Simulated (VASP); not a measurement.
**V under a change of volume**

How do stress and energy of V follow a change of volume?

Program: VASP 6.6.1. Level of theory: PBEsol, no spin polarisation; plane waves and PAW (V_sv), in the first sound run; inputs show where later runs differ. Results are calculated unless marked as measured.

Report form: the programs' logs are mostly left out.

## Step 1: The structure

Symmetry: Im-3m, No. 229, cubic system. The conventional cell has a = 3.020 Å, b = 3.020 Å, c = 3.020 Å, α = 90.00°, β = 90.00°, γ = 90.00°. Nearest to V lie 8 V at 2.62 Å.

As a file:

```
V
1.0
    -1.51000    1.51000    1.51000
     1.51000   -1.51000    1.51000
     1.51000    1.51000   -1.51000
V
1
Direct
  0.00000 0.00000 0.00000
```

## Step 2: Relax the crystal, PBEsol

The series starts from the cell that this level prefers, so that zero strain is near zero stress.

This step took 2 runs in a row; the last is shown.

Level: PBEsol, no spin polarisation; plane waves and PAW (V_sv).

Contents of INCAR:

```
SYSTEM = V
PREC = Accurate
ENCUT = 450
EDIFF = 1E-07
NELM = 120
ISMEAR = 1
SIGMA = 0.15
LREAL = .FALSE.
ALGO = Normal
GGA = PS
NBANDS = 12
LASPH = .TRUE.
LORBIT = 11
LWAVE = .FALSE.
LCHARG = .FALSE.
KPAR = 8
IBRION = 2
NSW = 40
ISIF = 3
EDIFFG = -0.005
POTIM = 0.4
```

Contents of POSCAR:

```
V
1.0
   -1.4786221973      1.4786221973      1.4786221973
    1.4786221973     -1.4786221973      1.4786221973
    1.4786221973      1.4786221973     -1.4786221973
V
1
Direct
    0.0000000000      0.0000000000      0.0000000000
```

Contents of KPOINTS:

```
Automatic mesh
0
Gamma
27 27 27
0 0 0
```

The projector-augmented-wave data sets are V_sv (PBE family, release 64).

On the command line:

```bash
$ mpirun -np 8 vasp_std
```

Run time: 12 s. Hardware: 8 MPI ranks of Intel Xeon 6975P-C (Granite Rapids), shared host; peak memory 1.3 GiB; 72 s of CPU time.

This run gave:

```
energy(sigma→0) of the program : -9.6342 eV
stress, compression positive   : xx, yy, zz 0.00, 0.00, 0.00 GPa
volume                         : 12.911 Å³
ionic steps                    : 3
```

## Step 3: Relax at fixed volume, PBEsol

One member in full: the volume is scaled by 0.96, and the cell is held.

Level: PBEsol, no spin polarisation; plane waves and PAW (V_sv).

Edit INCAR of step 2 so:

```diff
@@ -15,7 +15,8 @@
 LCHARG = .FALSE.
-KPAR = 8
+KPAR = 2
 IBRION = 2
 NSW = 40
-ISIF = 3
-EDIFFG = -0.005
+ISIF = 2
+EDIFFG = -0.004
 POTIM = 0.4
+MAXMIX = 40
```

Contents of POSCAR:

```
V
1.0
   -1.4578915444      1.4578915444      1.4578915444
    1.4578915444     -1.4578915444      1.4578915444
    1.4578915444      1.4578915444     -1.4578915444
V
1
Direct
    0.0000000000      0.0000000000      0.0000000000
```

KPOINTS is that of step 2.

On the command line:

```bash
$ mpirun -np 2 vasp_std
```

The job ended after 14 s (2 MPI ranks; peak memory 0.31 GiB; 22 s of CPU time).

This run gave:

* energy(sigma→0) of the program: -9.6176 eV
* stress, compression positive: xx, yy, zz 8.78, 8.78, 8.78 GPa
* ionic steps: 1

## Step 4: All members

The other members went through these steps as far as the tables show, with the same cutoff and, step by step, the same mesh; 9 runs are not shown. The session took 0.15 core hours (wall time by ranks) on a shared machine.

```tsv
volume over the relaxed volume	volume (Å³/atom)	pressure (GPa)	energy above the unstrained row, extrapolated to no smearing (meV/atom)
0.940	12.136	13.881	36.218
0.960	12.395	8.777	16.518
0.980	12.653	4.150	4.679
0.990	12.782	2.002	1.482
1	12.911	-0.045	0.000
1.010	13.040	-1.994	0.102
1.020	13.169	-3.852	1.771
1.040	13.428	?	?
1.060	13.686	-10.419	22.424
```

## Step 5: Stress from the known rows

Fitting a cubic to the 8 known rows (u: logarithm of the volume ratio) gives pressure = − 318.2 u³ + 390.3 u² − 199.7 u − 0.04581 in GPa; the residuals are 0.0010 GPa r.m.s.

For the withheld row, u = 0.03922, the fit gives -7.297 GPa.

## Step 6: The withheld row

The calculation gives -7.281 GPa, so the prediction is 0.016 GPa too low, more than twice the residual of the fit.

A cubic of the pressure in ln(V/V₀) through all rows has the slope −B at V₀: B = 200 GPa, and its curvature gives B′ = 3.9.

## Step 7: What came out

| Quantity | Value |
| --- | --- |
| error of the predicted pressure | -0.016 GPa |
| bulk modulus | 200 GPa |

**Reading.** The slope of the energy gives 0.84 GPa at the relaxed volume where the pressure column has -0.04 GPa, a mark of the finite basis or of the smearing. These are static values: temperature and zero-point motion are left out. In a metal the slopes also depend on mesh and smearing, which were held through the series.

[Lines on the potential files, build, host, timing and source positions are cut from VASP's logs without a mark.]

[Logs are printed without paths, hosts, clocks, repeated set-up lines and the standing remarks that a program may print on its own settings, such as how far it seeks lower states.]

[Hosts, paths, dates, database ids (printed as entryN), source tags and the programs' standing remarks are cut or masked in the printed files.]

[In band tables of VASP the shares of atoms and orbitals are scaled to a sum of 1 inside the atoms' spheres.]
